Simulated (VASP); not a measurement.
Calculation: r2SCAN meta-GGA, VASP's PBE PAW potentials (set 64) (plane waves; VASP).

VASP input:

File POSCAR:
```
CrN
1
    2.6955401540     0.0000000000     0.0000000000
   -1.3477700770     2.3344062376     0.0000000000
    0.0000000000     0.0000000000     5.1014727696
Cr N
2 2
Direct
  0.0000000000   0.0000000000   0.0000000000
  0.0000000000   0.0000000000   0.5000000000
  0.3333330000   0.6666670000   0.2500000000
  0.6666670000   0.3333330000   0.7500000000
```

**KPOINTS_OPT**
```
k-points along high-symmetry lines
6
Line-mode
Reciprocal
  0.000000   0.000000   0.000000 ! GAMMA
  0.500000  -0.000000   0.000000 ! M

  0.500000  -0.000000   0.000000 ! M
  0.333333   0.333333   0.000000 ! K

  0.333333   0.333333   0.000000 ! K
  0.000000   0.000000   0.000000 ! GAMMA

  0.000000   0.000000   0.000000 ! GAMMA
  0.000000   0.000000   0.500000 ! A

  0.000000   0.000000   0.500000 ! A
  0.500000  -0.000000   0.500000 ! L

  0.500000  -0.000000   0.500000 ! L
  0.333333   0.333333   0.500000 ! H

  0.333333   0.333333   0.500000 ! H
  0.000000   0.000000   0.500000 ! A

  0.500000  -0.000000   0.500000 ! L
  0.500000  -0.000000   0.000000 ! M

  0.333333   0.333333   0.500000 ! H
  0.333333   0.333333   0.000000 ! K
```

File KPOINTS:
```
Automatic mesh
0
Gamma
15 15 7
0 0 0
```

**INCAR**
```
ALGO = Normal
EDIFF = 1E-7
ENCUT = 520
ISIF = 2
ISMEAR = -5
LASPH = .TRUE.
LCHARG = .FALSE.
LEFG = .TRUE.
LMAXMIX = 4
LMIXTAU = .TRUE.
LORBIT = 11
LREAL = .FALSE.
LWAVE = .FALSE.
METAGGA = R2SCAN
NEDOS = 601
NELM = 100
PREC = Accurate
SYSTEM = CrN
```

POTCAR, in this order: Cr_pv N (PBE.64 set). Program: vasp_std.

**Question.** Predict the energy per atom (σ→0), band gap (over mesh and band path).

**Answer.** 
```yaml
energy per atom (σ→0): -12.616 eV/atom
band gap (over mesh and band path): none (metal, semimetal or under 0.01 eV)
```

File OSZICAR:
```
...
DAV:  22    -0.504627380242E+02    0.40900E-05   -0.35525E-08  2648   0.177E-03    0.373E-04
DAV:  23    -0.504627386948E+02   -0.67062E-06   -0.13619E-08  2623   0.874E-04    0.216E-04
DAV:  24    -0.504627393096E+02   -0.61478E-06   -0.84931E-09  2548   0.783E-04    0.202E-04
DAV:  25    -0.504627388427E+02    0.46690E-06   -0.44775E-09  2573   0.509E-04    0.177E-04
DAV:  26    -0.504627390750E+02   -0.23234E-06   -0.36749E-09  2513   0.347E-04    0.905E-05
DAV:  27    -0.504627391534E+02   -0.78384E-07   -0.21433E-09  2488   0.263E-04
   1 F= -.50462739E+02 E0= -.50462739E+02  d E =0.000000E+00
       N       E                     dE             ncg
```

The structure was generated: CrN was put into the NiAs type type (P6_3/mmc), which need not be its known phase. It was relaxed first, which changed the volume by -29 %. The run is not spin-polarised, so no magnetic state was tried.
